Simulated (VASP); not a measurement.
Data:

```
Mg2ZnO3
1.0
    2.99656     0.00000     0.00000
   -1.49828     2.59510     0.00000
    0.00000     0.00000     7.30974
Mg Zn O
2 1 3
Direct
  0.33333   0.66667   0.66599
  0.66667   0.33333   0.33401
  0.00000   0.00000   0.00000
  0.33333   0.66667   0.17205
  0.66667   0.33333   0.82795
  0.00000   0.00000   0.50000
```

Calculation: PBEsol GGA, VASP's PBE PAW potentials (set 64) (plane waves; VASP). Numerical set-up: 520 eV cut-off, Gaussian smearing of 0.050 eV, potentials Mg Zn O.

Predict the band gap (along the path) with the smallest direct gap where there is one.

```json
{
  "band gap (along the path)": "3.04 eV",
  "smallest direct gap (along the path)": "3.13 eV"
}
```

The structure comes from a computed database's Mg2ZnO3 entry (P-3m1); how it stands against other phases isn't given here. It was relaxed first.
